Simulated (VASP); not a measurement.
These are PBEsol GGA, VASP's PBE PAW potentials (set 64) (plane waves; VASP) values and carry that method's errors.

Input for VASP

KPOINTS:
```
Automatic mesh
0
Gamma
6 6 4
0 0 0
```

**POSCAR**
```
TeSe2
1
    4.0953230000    -2.2134180000     0.0000000000
    4.0953230000     2.2134180000     0.0000000000
   -0.1483320000     0.0000000000     5.3508740000
Te Se
1 2
Direct
  0.7537800000   0.2462200000   0.5000000000
  0.0140800000   0.7678600000   0.8402400000
  0.2321400000   0.9859200000   0.1597600000
```

**INCAR**
```
GGA = PS   # PBEsol
ENCUT = 300   # plane-wave cut-off (eV)
SYSTEM = TeSe2
EDIFF = 1E-6   # SCF stop (eV)
ALGO = Normal
LASPH = .TRUE.   # aspherical one-centre terms
PREC = Accurate
NELM = 100   # most electronic steps
LMAXMIX = 4   # l cut-off of mixed one-centre charges
ISMEAR = 0   # Gaussian
SIGMA = 0.01
LCHARG = .FALSE.
LREAL = .FALSE.   # projection in real space or not
ISIF = 2   # forces and stress, cell fixed
LWAVE = .FALSE.
```

POTCAR, in this order: Te Se (PBE.64 set). Program: vasp_std.

Question: What does the run give for the energy per atom (σ→0), pressure, largest force?

Answer: 
```json
{
  "energy per atom (σ→0)": "-3.702 eV/atom",
  "pressure": "-2.73 GPa",
  "largest_force": "0.00284 Ha/bohr"
}
```

File OSZICAR:
```
...
DAV:   6    -0.111268936523E+02    0.10640E+00   -0.12104E-01  1302   0.248E+00    0.558E+00
DAV:   7    -0.111055386224E+02    0.21355E-01   -0.95701E-02  1392   0.199E+00    0.124E+00
DAV:   8    -0.111053289128E+02    0.20971E-03   -0.63580E-03  1357   0.581E-01    0.432E-01
DAV:   9    -0.111050283353E+02    0.30058E-03   -0.14444E-03  1432   0.255E-01    0.961E-02
DAV:  10    -0.111050563240E+02   -0.27989E-04   -0.18048E-04  1377   0.854E-02    0.188E-02
DAV:  11    -0.111050553384E+02    0.98564E-06   -0.21435E-05  1407   0.331E-02    0.144E-02
DAV:  12    -0.111050555777E+02   -0.23935E-06   -0.34783E-06  1352   0.117E-02
   1 F= -.11105056E+02 E0= -.11105056E+02  d E =-.446709E-41
```

The structure comes from a computed database's TeSe2 entry; how it stands against other phases isn't given here. The cell was not relaxed at this level. The run is one of a series of settings (GGA = PS, POTCAR Te Se (PBE.64 set) against the base run), some of them coarse on purpose.
